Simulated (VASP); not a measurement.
# GW on AlN, part 2 of 7

Aim: the quasiparticle gap of AlN, and what it costs to get it. The cell is of the zinc-blende type, one of the forms listed for this formula. The start is a computed cell from the Materials Project.

VASP 6.6.1, plane waves and PAW; the level of theory is named at each step.

So far, gap on the k-mesh (eV): step 3 (empty bands, functional LDA) 3.22.

## (4) evGW0

This step: evGW0 on LDA; plane waves and PAW (Al_GW, N_GW) (VASP 6.6.1).

The lowest NBANDSGW levels in G are updated for four passes while W stays fixed, so the result depends less on the starting levels.

INCAR

```
SYSTEM = AlN
PREC = Accurate
ENCUT = 450
ISMEAR = 0
SIGMA = 0.01
LREAL = .FALSE.
GGA = CA
NBANDS = 116
ALGO = EVGW0
NELMGW = 4
ENCUTGW = 180
NOMEGA = 48
PRECFOCK = Fast
NBANDSGW = 12
LWAVE = .FALSE.
LCHARG = .FALSE.
```

POSCAR

```
AlN
1.0
    0.0000000000      2.1839935596      2.1839935596
    2.1839935596      0.0000000000      2.1839935596
    2.1839935596      2.1839935596      0.0000000000
Al N
1 1
Direct
    0.0000000000      0.0000000000      0.0000000000
    0.2500000000      0.2500000000      0.2500000000
```

KPOINTS

```
Automatic mesh
0
Gamma
6 6 6
0 0 0
```

The projector-augmented-wave data sets are Al_GW and N_GW (LDA family, release 64).

Started as:

```
mpirun -np 4 vasp_std
```

The program printed:

```text
[banner, memory and clock lines left out]
running    4 mpi-ranks, on    1 nodes
 distrk:  each k-point on    4 cores,    1 groups
 distr:  one band on    1 cores,    4 groups

 POSCAR found type information on POSCAR AlN
 POSCAR found :  2 types and       2 ions
|                                                                             |
|           W    W    AA    RRRRR   N    N  II  N    N   GGGG   !!!           |
|           W    W   A  A   R    R  NN   N  II  NN   N  G    G  !!!           |
|           W    W  A    A  R    R  N N  N  II  N N  N  G       !!!           |
|           W WW W  AAAAAA  RRRRR   N  N N  II  N  N N  G  GGG   !            |
|           WW  WW  A    A  R   R   N   NN  II  N   NN  G    G                |
|           W    W  A    A  R    R  N    N  II  N    N   GGGG   !!!           |
|                                                                             |
|     The default for ENCUTGWSOFT is different in this version of VASP.       |
|     please manually set ENCUTGWSOFT =180 in the INCAR file.                 |
|                                                                             |

 LDA part: xc-table for (Slater(with rela. corr.)+CA(PZ))
 , standard interpolation
 found WAVECAR, reading the header
 POSCAR, INCAR and KPOINTS ok, starting setup
 FFT: planning ... GRIDC
 FFT: planning ... GRID_SOFT
 FFT: planning ... GRID
 reading WAVECAR
 the WAVECAR file was read successfully
 initial charge from wavefunction
 available memory per node:     65.25 GB, setting MAXMEM to     66814

 The Fermi energy was updated, please check that it is located mid-gap
 values below the HOMO (VB) or above the LUMO (CB) will cause erroneous energies
 E-fermi :   6.4519

 calculate exact exchange contribution
 the WAVEDER file was read successfully
energies w=
    0.000    0.000    0.723    0.000    1.444    0.000    2.159    0.000
    2.865    0.000    3.562    0.000    4.247    0.000    4.920    0.000
    5.580    0.000    6.229    0.000    6.865    0.000    7.491    0.000
    8.109    0.000    8.719    0.000    9.323    0.000    9.924    0.000
   10.524    0.000   11.125    0.000   11.730    0.000   12.342    0.000
   12.964    0.000   13.599    0.000   14.250    0.000   14.923    0.000
   15.622    0.000   16.351    0.000   17.118    0.000   17.929    0.000
   18.793    0.000   19.722    0.000   20.725    0.000   21.819    0.000
   23.023    0.000   24.360    0.000   25.861    0.000   27.565    0.000
   29.523    0.000   31.805    0.000   34.506    0.000   37.762    0.000
   41.772    0.000   46.837    0.000   53.439    0.000   62.400    0.000
   75.242    0.000   95.136    0.000  129.969    0.000  206.296    0.000
 responsefunction array rank=     128
 LDA part: xc-table for (Slater(with rela. corr.)+CA(PZ))
 , standard interpolation

 min. memory requirement per mpi rank    162.7 MB, per node    650.8 MB

 allocating  12 responsefunctions rank=   128
 shmem allocating  48 responsefunctions rank=   128
 response function shared by NCSHMEM nodes    1
 Doing           12  frequencies on each core in blocks of           48
NQ=   1    0.0000    0.0000    0.0000,
|.........|.........|.........|.........|.........|.........|.........|.........
 performed        238000 updates of chi_q(r,r)
 total number of BLAS operations         24.32 Gflops
NQ=   2    0.1667    0.0000    0.0000,
|.........|.........|.........|.........|.........|.........|.........|.........
 performed        665000 updates of chi_q(r,r)
 total number of BLAS operations         75.21 Gflops
NQ=   3    0.3333    0.0000    0.0000,
|.........|.........|.........|.........|.........|.........|.........|.........
 performed       1092000 updates of chi_q(r,r)
 total number of BLAS operations        122.02 Gflops
NQ=   4    0.5000    0.0000    0.0000,
|.........|.........|.........|.........|.........|.........|.........|.........
 performed       1452000 updates of chi_q(r,r)
 total number of BLAS operations        163.55 Gflops
NQ=   5    0.1667    0.1667    0.0000,
|.........|.........|.........|.........|.........|.........|.........|.........
 performed       1879000 updates of chi_q(r,r)
 total number of BLAS operations        216.98 Gflops
NQ=   6    0.3333    0.1667    0.0000,
|.........|.........|.........|.........|.........|.........|.........|.........
 performed       2545000 updates of chi_q(r,r)
 total number of BLAS operations        287.53 Gflops
NQ=   7    0.5000    0.1667    0.0000,
|.........|.........|.........|.........|.........|.........|.........|.........
 performed       3211000 updates of chi_q(r,r)
 total number of BLAS operations        358.08 Gflops
NQ=   8   -0.3333    0.1667    0.0000,
|.........|.........|.........|.........|.........|.........|.........|.........
 performed       3877000 updates of chi_q(r,r)
 total number of BLAS operations        428.63 Gflops
NQ=   9   -0.1667    0.1667    0.0000,
|.........|.........|.........|.........|.........|.........|.........|.........
 performed       4454000 updates of chi_q(r,r)
 total number of BLAS operations        485.57 Gflops
NQ=  10    0.3333    0.3333    0.0000,
|.........|.........|.........|.........|.........|.........|.........|.........
 performed       4881000 updates of chi_q(r,r)
 total number of BLAS operations        529.23 Gflops
NQ=  11    0.5000    0.3333    0.0000,
|.........|.........|.........|.........|.........|.........|.........|.........
 performed       5547000 updates of chi_q(r,r)
 total number of BLAS operations        598.56 Gflops
NQ=  12   -0.3333    0.3333    0.0000,
|.........|.........|.........|.........|.........|.........|.........|.........
 performed       6124000 updates of chi_q(r,r)
 total number of BLAS operations        660.75 Gflops
NQ=  13    0.5000    0.5000    0.0000,
|.........|.........|.........|.........|.........|.........|.........|.........
 performed       6445000 updates of chi_q(r,r)
 total number of BLAS operations        695.37 Gflops
NQ=  14    0.5000    0.3333    0.1667,
|.........|.........|.........|.........|.........|.........|.........|.........
 performed       7195000 updates of chi_q(r,r)
 total number of BLAS operations        768.00 Gflops
NQ=  15   -0.3333    0.3333    0.1667,
|.........|.........|.........|.........|.........|.........|.........|.........
 performed       7900000 updates of chi_q(r,r)
 total number of BLAS operations        838.83 Gflops
NQ=  16   -0.3333    0.5000    0.1667,
|.........|.........|.........|.........|.........|.........|.........|.........
 performed       8480000 updates of chi_q(r,r)
 total number of BLAS operations        897.08 Gflops
 resolving degeneracies of screened two electron integrals

[...]
total number of BLAS operations        838.83 Gflops
NQ=  16   -0.3333    0.5000    0.1667,
|.........|.........|.........|.........|.........|.........|.........|.........
 performed       8480000 updates of chi_q(r,r)
 total number of BLAS operations        897.08 Gflops
 resolving degeneracies of screened two electron integrals

 calculate QP shifts <psi_nk| G(iteration)W_0 |psi_nk>: iteration 2
 allocating  12 responsefunctions rank=   128
 shmem allocating  48 responsefunctions rank=   128
 response function shared by NCSHMEM nodes    1
 Doing           12  frequencies on each core in blocks of           48
NQ=   1    0.0000    0.0000    0.0000,
|.........|.........|.........|.........|.........|.........|.........|.........
 performed        238000 updates of chi_q(r,r)
 total number of BLAS operations         24.32 Gflops
NQ=   2    0.1667    0.0000    0.0000,
|.........|.........|.........|.........|.........|.........|.........|.........
 performed        665000 updates of chi_q(r,r)
 total number of BLAS operations         75.21 Gflops
NQ=   3    0.3333    0.0000    0.0000,
|.........|.........|.........|.........|.........|.........|.........|.........
 performed       1092000 updates of chi_q(r,r)
 total number of BLAS operations        122.02 Gflops
NQ=   4    0.5000    0.0000    0.0000,
|.........|.........|.........|.........|.........|.........|.........|.........
 performed       1452000 updates of chi_q(r,r)
 total number of BLAS operations        163.55 Gflops
NQ=   5    0.1667    0.1667    0.0000,
|.........|.........|.........|.........|.........|.........|.........|.........
 performed       1879000 updates of chi_q(r,r)
 total number of BLAS operations        216.98 Gflops
NQ=   6    0.3333    0.1667    0.0000,
|.........|.........|.........|.........|.........|.........|.........|.........
 performed       2545000 updates of chi_q(r,r)
 total number of BLAS operations        287.53 Gflops
NQ=   7    0.5000    0.1667    0.0000,
|.........|.........|.........|.........|.........|.........|.........|.........
 performed       3211000 updates of chi_q(r,r)
 total number of BLAS operations        358.08 Gflops
NQ=   8   -0.3333    0.1667    0.0000,
|.........|.........|.........|.........|.........|.........|.........|.........
 performed       3877000 updates of chi_q(r,r)
 total number of BLAS operations        428.63 Gflops
NQ=   9   -0.1667    0.1667    0.0000,
|.........|.........|.........|.........|.........|.........|.........|.........
 performed       4454000 updates of chi_q(r,r)
 total number of BLAS operations        485.57 Gflops
NQ=  10    0.3333    0.3333    0.0000,
|.........|.........|.........|.........|.........|.........|.........|.........
 performed       4881000 updates of chi_q(r,r)
 total number of BLAS operations        529.23 Gflops
NQ=  11    0.5000    0.3333    0.0000,
|.........|.........|.........|.........|.........|.........|.........|.........
 performed       5547000 updates of chi_q(r,r)
 total number of BLAS operations        598.56 Gflops
NQ=  12   -0.3333    0.3333    0.0000,
|.........|.........|.........|.........|.........|.........|.........|.........
 performed       6124000 updates of chi_q(r,r)
 total number of BLAS operations        660.75 Gflops
NQ=  13    0.5000    0.5000    0.0000,
|.........|.........|.........|.........|.........|.........|.........|.........
 performed       6445000 updates of chi_q(r,r)
 total number of BLAS operations        695.37 Gflops
NQ=  14    0.5000    0.3333    0.1667,
|.........|.........|.........|.........|.........|.........|.........|.........
 performed       7195000 updates of chi_q(r,r)
 total number of BLAS operations        768.00 Gflops
NQ=  15   -0.3333    0.3333    0.1667,
|.........|.........|.........|.........|.........|.........|.........|.........
 performed       7900000 updates of chi_q(r,r)
 total number of BLAS operations        838.83 Gflops
NQ=  16   -0.3333    0.5000    0.1667,
|.........|.........|.........|.........|.........|.........|.........|.........
 performed       8480000 updates of chi_q(r,r)
 total number of BLAS operations        897.08 Gflops
 resolving degeneracies of screened two electron integrals

 calculate QP shifts <psi_nk| G(iteration)W_0 |psi_nk>: iteration 3
 allocating  12 responsefunctions rank=   128
 shmem allocating  48 responsefunctions rank=   128
 response function shared by NCSHMEM nodes    1
 Doing           12  frequencies on each core in blocks of           48
NQ=   1    0.0000    0.0000    0.0000,
|.........|.........|.........|.........|.........|.........|.........|.........
 performed        238000 updates of chi_q(r,r)
 total number of BLAS operations         24.32 Gflops
NQ=   2    0.1667    0.0000    0.0000,
|.........|.........|.........|.........|.........|.........|.........|.........
 performed        665000 updates of chi_q(r,r)
 total number of BLAS operations         75.21 Gflops
NQ=   3    0.3333    0.0000    0.0000,
|.........|.........|.........|.........|.........|.........|.........|.........
 performed       1092000 updates of chi_q(r,r)
 total number of BLAS operations        122.02 Gflops
NQ=   4    0.5000    0.0000    0.0000,
|.........|.........|.........|.........|.........|.........|.........|.........
 performed       1452000 updates of chi_q(r,r)
 total number of BLAS operations        163.55 Gflops
NQ=   5    0.1667    0.1667    0.0000,
|.........|.........|.........|.........|.........|.........|.........|.........
 performed       1879000 updates of chi_q(r,r)
 total number of BLAS operations        216.98 Gflops
NQ=   6    0.3333    0.1667    0.0000,
|.........|.........|.........|.........|.........|.........|.........|.........
 performed       2545000 updates of chi_q(r,r)
 total number of BLAS operations        287.53 Gflops
NQ=   7    0.5000    0.1667    0.0000,
|.........|.........|.........|.........|.........|.........|.........|.........
 performed       3211000 updates of chi_q(r,r)
 total number of BLAS operations        358.08 Gflops
NQ=   8   -0.3333    0.1667    0.0000,
|.........|.........|.........|.........|.........|.........|.........|.........
 performed       3877000 updates of chi_q(r,r)
 total number of BLAS operations        428.63 Gflops
NQ=   9   -0.1667    0.1667    0.0000,
|.........|.........|.........|.........|.........|.........|.........|.........
 performed       4454000 updates of chi_q(r,r)
 total number of BLAS operations        485.57 Gflops
NQ=  10    0.3333    0.3333    0.0000,
|.........|.........|.........|.........|.........|.........|.........|.........
 performed       4881000 updates of chi_q(r,r)
 total number of BLAS operations        529.23 Gflops
NQ=  11    0.5000    0.3333    0.0000,
|.........|.........|.........|.........|.........|.........|.........|.........
 performed       5547000 updates of chi_q(r,r)
 total number of BLAS operations        598.56 Gflops
NQ=  12   -0.3333    0.3333    0.0000,
|.........|.........|.........|.........|.........|.........|.........|.........
 performed       6124000 updates of chi_q(r,r)
 total number of BLAS operations        660.75 Gflops
NQ=  13    0.5000    0.5000    0.0000,
|.........|.........|.........|.........|.........|.........|.........|.........
 performed       6445000 updates of chi_q(r,r)
 total number of BLAS operations        695.37 Gflops
NQ=  14    0.5000    0.3333    0.1667,
|.........|.........|.........|.........|.........|.........|.........|.........
 performed       7195000 updates of chi_q(r,r)
 total number of BLAS operations        768.00 Gflops
NQ=  15   -0.3333    0.3333    0.1667,
|.........|.........|.........|.........|.........|.........|.........|.........
 performed       7900000 updates of chi_q(r,r)
 total number of BLAS operations        838.83 Gflops
NQ=  16   -0.3333    0.5000    0.1667,
|.........|.........|.........|.........|.........|.........|.........|.........
 performed       8480000 updates of chi_q(r,r)
 total number of BLAS operations        897.08 Gflops
 resolving degeneracies of screened two electron integrals

 calculate QP shifts <psi_nk| G(iteration)W_0 |psi_nk>: iteration 4
 entering main loop
```

Run time: 4.3 min. Hardware: 4 MPI ranks of AMD EPYC 9R45, shared host; peak memory 0.8 GiB.

(Part 2 of 7 ends here.)

[Lines on the potential files, build, host, timing and source positions are cut from VASP's logs without a mark.]

[Logs are printed without paths, hosts, clocks, repeated set-up lines and the standing remarks that a program may print on its own settings, such as how far it seeks lower states.]

[Hosts, paths, dates, database ids (printed as entryN), source tags and the programs' standing remarks are cut or masked in the printed files.]

[Pressures printed for these runs are not shown converged in the cutoff: they can be off by several GPa and have the wrong sign.]
